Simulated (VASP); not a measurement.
Calculation: vdW-DF-cx, VASP's PBE PAW potentials (set 64) (plane waves; VASP).

The input files of a VASP run:

**KPOINTS**
```
Automatic mesh
0
G
7 7 7
0 0 0
```

### INCAR
```
SYSTEM  =  CuI
PREC  =  Accurate; ENCUT  =  520; LREAL  =  .FALSE.
LASPH  =  .TRUE.
EDIFF  =  1E-6; NELM  =  100; ALGO  =  Normal
LMAXMIX  =  4
ISMEAR  =  0; SIGMA  =  0.05
GGA  =  CX; LUSE_VDW  =  .TRUE.; AGGAC  =  0.0
IBRION  =  2; NSW  =  60; ISIF  =  3
EDIFFG  =  -0.01
LWAVE  =  .FALSE.; LCHARG  =  .FALSE.
```

File POSCAR:
```
CuI
1
    0.0000000000     2.9899663384     2.9899663384
    2.9899663384     0.0000000000     2.9899663384
    2.9899663384     2.9899663384     0.0000000000
Cu I
1 1
Direct
  0.0000000000   0.0000000000   0.0000000000
  0.2500000000   0.2500000000   0.2500000000
```

POTCAR, in this order: Cu I (PBE.64 set). Program: vasp_std.

What VASP printed:

**OSZICAR**
```
       N       E                     dE             d eps       ncg     rms          rms(c)
DAV:   1     0.112822373566E+03    0.11282E+03   -0.81828E+03   520   0.153E+03
DAV:   2     0.711909254071E+01   -0.10570E+03   -0.98663E+02   535   0.271E+02
DAV:   3    -0.846048755978E+00   -0.79651E+01   -0.78611E+01   718   0.856E+01
DAV:   4    -0.110116787098E+01   -0.25512E+00   -0.25498E+00   619   0.135E+01
DAV:   5    -0.111027081747E+01   -0.91029E-02   -0.91027E-02   752   0.269E+00    0.559E+00
DAV:   6    -0.102632819148E+01    0.83943E-01   -0.40700E+00   548   0.592E+01    0.364E+00
DAV:   7    -0.858239895344E+00    0.16809E+00   -0.90096E-01   565   0.353E+01    0.174E+00
DAV:   8    -0.860947601595E+00   -0.27077E-02   -0.59485E-02   784   0.446E+00    0.522E-01
DAV:   9    -0.857207824157E+00    0.37398E-02   -0.16264E-02   652   0.410E+00    0.182E-01
DAV:  10    -0.857333189487E+00   -0.12537E-03   -0.78375E-04   610   0.221E-01    0.104E-01
DAV:  11    -0.857352233796E+00   -0.19044E-04   -0.64344E-04   682   0.842E-01    0.402E-02
DAV:  12    -0.857348313104E+00    0.39207E-05   -0.70335E-05   815   0.171E-01    0.363E-02
DAV:  13    -0.857346812001E+00    0.15011E-05   -0.35868E-06   712   0.360E-02    0.169E-02
DAV:  14    -0.857345584297E+00    0.12277E-05   -0.83317E-06   732   0.890E-02    0.185E-03
DAV:  15    -0.857345876744E+00   -0.29245E-06   -0.11061E-06   305   0.939E-03
   1 F= -.85734588E+00 E0= -.85734588E+00  d E =-.857346E+00
```

**OUTCAR**
```
------------------------ aborting loop because EDIFF is reached ----------------------------------------
  FORCE on cell =-STRESS in cart. coord.  units (eV):
  Direction    XX          YY          ZZ          XY          YZ          ZX
  --------------------------------------------------------------------------------------
  Total       -0.0185485     -0.0185485     -0.0185485      0.0000000      0.0000000      0.0000000
  in kB       -0.5558907     -0.5558907     -0.5558907      0.0000000      0.0000000      0.0000000
  external PRESSURE =      -0.5558907 kB  Pullay stress =       0.0000000 kB
  volume of cell :       53.46
      direct lattice vectors                 reciprocal lattice vectors
     0.000000000  2.989966338  2.989966338    -0.167225963  0.167225963  0.167225963
     2.989966338  0.000000000  2.989966338     0.167225963 -0.167225963  0.167225963
     2.989966338  2.989966338  0.000000000     0.167225963  0.167225963 -0.167225963
  FREE ENERGIE OF THE ION-ELECTRON SYSTEM (eV)
  ---------------------------------------------------
  free  energy   TOTEN  =        -0.8573458767 eV

  energy  without entropy=       -0.8573458767  energy(sigma->0) =       -0.85734588

 reached required accuracy - stopping structural energy minimisation
```
(Selected blocks of OUTCAR.)

### OUTCAR
```
 val. band max:        4.7571285037   @ k =   0.0000   0.0000   0.0000

 cond. band min:       5.9492033261   @ k =   0.0000   0.0000   0.0000


 Fermi energy:         5.0146172100

 k-point     1 :       0.0000    0.0000    0.0000
  band No.  band energies     occupation
      1      -9.4669      2.00000
      2       0.9429      2.00000
      3       0.9429      2.00000
      4       0.9429      2.00000
      5       2.7108      2.00000
      6       2.7108      2.00000
      7       4.7571      2.00000
      8       4.7571      2.00000
      9       4.7571      2.00000
     10       5.9492      0.00000
     11       9.5858      0.00000
     12       9.5858      0.00000
     13       9.5858      0.00000

 k-point     2 :       0.1429    0.0000    0.0000
  band No.  band energies     occupation
      1      -9.3636      2.00000
      2       0.5602      2.00000
      3       0.9532      2.00000
      4       0.9532      2.00000
      5       2.7025      2.00000
      6       2.7025      2.00000
      7       3.9523      2.00000
      8       4.5931      2.00000
      9       4.5931      2.00000
     10       6.7738      0.00000
     11       9.5484      0.00000
     12       9.8724      0.00000
     13       9.8724      0.00000

 k-point     3 :       0.2857    0.0000    0.0000
  band No.  band energies     occupation
      1      -9.1122      2.00000
      2      -0.2977      2.00000
      3       0.9711      2.00000
      4       0.9711      2.00000
      5       2.7039      2.00000
      6       2.7039      2.00000
      7       3.1941      2.00000
      8       4.2629      2.00000
      9       4.2629      2.00000
     10       7.0580      0.00000
     11      10.1962      0.00000
     12      10.1962      0.00000
     13      10.7067      0.00000

 k-point     4 :       0.4286    0.0000    0.0000
  band No.  band energies     occupation
      1      -8.8865      2.00000
      2      -0.9730      2.00000
      3       0.9794      2.00000
...
```

Unless said otherwise, spin-orbit coupling is left out, though it shifts the bands of the heavy elements here.

The compound is CuI in the zinc blende structure. It was relaxed first. The start is the result of an earlier pass.
